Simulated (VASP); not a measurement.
Given:

```
Pt
1.0
    0.00000     1.95761     1.95761
    1.95761     0.00000     1.95761
    1.95761     1.95761     0.00000
Pt
1
Direct
  0.00000   0.00000   0.00000
```

Method: PBEsol GGA, VASP's PBE PAW potentials (set 64) (plane waves; VASP). Run with 480 eV cut-off, 14×14×14 Γ-centred mesh, first-order Methfessel-Paxton smearing of 0.10 eV, potentials Pt.

Energy and stress use the plane-wave basis of the starting cell.

Question: The ions, cell shape and volume at an external pressure of 20.0 GPa are relaxed. What does this cell relax into?

Answer: 
```
Pt
1.0
    0.00000     1.91968     1.91968
    1.91968     0.00000     1.91968
    1.91968     1.91968     0.00000
Pt
1
Direct
  0.00000   0.00000   0.00000
```
Space group Fm-3m (225), at a tolerance of 0.03 Å.

Question: How do energy and volume change from the first to the last step?

Answer: The energy (σ→0) changes by +50.3 meV/atom and the volume by -5.7 %, in 5 ionic steps.

```json
[
 {"step": "1", "E(σ→0) (eV)": "-6.9713", "max force (eV/Å)": "0.000", "pressure (GPa)": "0.03", "volume (Å³)": "15.00"},
 {"step": "2", "E(σ→0) (eV)": "-5.4636", "max force (eV/Å)": "0.000", "pressure (GPa)": "174.44", "volume (Å³)": "11.30"},
 {"step": "3", "E(σ→0) (eV)": "-6.9305", "max force (eV/Å)": "0.000", "pressure (GPa)": "17.82", "volume (Å³)": "14.23"},
 {"step": "4", "E(σ→0) (eV)": "-6.9241", "max force (eV/Å)": "0.000", "pressure (GPa)": "19.31", "volume (Å³)": "14.17"},
 {"step": "5", "E(σ→0) (eV)": "-6.9210", "max force (eV/Å)": "0.000", "pressure (GPa)": "20.01", "volume (Å³)": "14.15"}
]
```

The compound is Pt in the fcc structure. This run relaxes it under an external pressure of 20 GPa. Symmetry was kept, so distortions that lower it aren't found.
